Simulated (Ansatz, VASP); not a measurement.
One calculation of La3N4, two programs

Contents of INCAR:

```
SYSTEM = La3N4
PREC     = Accurate       ! precision mode
ENCUT    = 600            ! plane-wave cutoff, eV
EDIFF    = 1E-6           ! SCF threshold, eV
ISMEAR   = 0              ! smearing method
SIGMA    = 0.1            ! smearing width, eV
LREAL    = .FALSE.        ! projectors in reciprocal space
LASPH    = .TRUE.         ! aspherical terms in the spheres
NELM     = 100            ! most SCF steps
ALGO     = Normal         ! electronic algorithm
ISIF     = 3              ! what is computed and relaxed
LWAVE    = .FALSE.        ! write WAVECAR
LCHARG   = .FALSE.        ! write CHGCAR
GGA      = PE             ! functional
IBRION   = 2              ! ionic algorithm
NSW      = 100            ! ionic steps
EDIFFG   = -0.01          ! ionic threshold
```

KPOINTS

```
Automatic mesh
0
G
  8 8 8
  0 0 0
```

POSCAR

```
La3N4
1.0
    5.6165166042      0.0000000000      0.0000000000
    0.0000000000      5.6165166042      0.0000000000
    0.0000000000      0.0000000000      5.6165166042
La N
3 4
Direct
    0.0000000000      0.0000000000      0.5000000000
    0.5000000000      0.0000000000      0.0000000000
    0.0000000000      0.5000000000      0.0000000000
    0.7811919020      0.7811919020      0.7811919020
    0.2188080980      0.2188080980      0.7811919020
    0.2188080980      0.7811919020      0.2188080980
    0.7811919020      0.2188080980      0.2188080980
```

Input for Ansatz:

```yaml
crystal:
  lattice:
    - [5.6165166042, 0.0, 0.0]
    - [0.0, 5.6165166042, 0.0]
    - [0.0, 0.0, 5.6165166042]
  atoms:
    - { symbol: La, position: [0.0, 0.0, 0.5] }
    - { symbol: La, position: [0.5, 0.0, 0.0] }
    - { symbol: La, position: [0.0, 0.5, 0.0] }
    - { symbol: "N", position: [0.781191902, 0.781191902, 0.781191902] }
    - { symbol: "N", position: [0.218808098, 0.218808098, 0.781191902] }
    - { symbol: "N", position: [0.218808098, 0.781191902, 0.218808098] }
    - { symbol: "N", position: [0.781191902, 0.218808098, 0.218808098] }
basis:
  ecutwfc: 420
kpoints:
  mp_grid: { grid: [8, 8, 8] }
hamiltonian:
  xc: pbe
scf:
  occupations: { method: gaussian, width: 0.1 }
output:
  forces: true
  stress: true
  eigenvalues: true
relax:
  adjacent_minimum: "off"
  f_tol: 0.01
  max_steps: 80
  cell: { stress_tol: 0.05 }
```

Change from the starting cell: species swapped into the Ge3As4 type (P-43m, No. 215).

Alike in both runs: task relaxation of cell and atoms; functional PBE; k mesh 8 × 8 × 8; occupations gaussian, width 0.1 eV; no spin polarisation.

|  | VASP | Ansatz |
| --- | --- | --- |
| version | VASP 6.6.1 | Ansatz 0.2.0 |
| potentials or method | VASP PAW PBE potentials, release 64 (La, N) | scalar-relativistic, plane waves, PAW |
| plane-wave cutoff (eV) | 600 | 420 |
| valence electrons in the cell | 53 | 53 |

|  | VASP | Ansatz | Ansatz less VASP |
| --- | --- | --- | --- |
| gap on the k mesh at the Fermi level, each at its own relaxed structure (eV) | none | none | - |
| relaxed volume (Å³/atom) | 25.22 | 25.28 | +0.058 |
| relaxed cell length with the largest relative difference (Å) | 5.610 | 5.614 | +0.0043 |

A gap of «none» marks a metal or a gap that the smearing closes.

Spin-orbit coupling is left out, which matters for the levels of La.
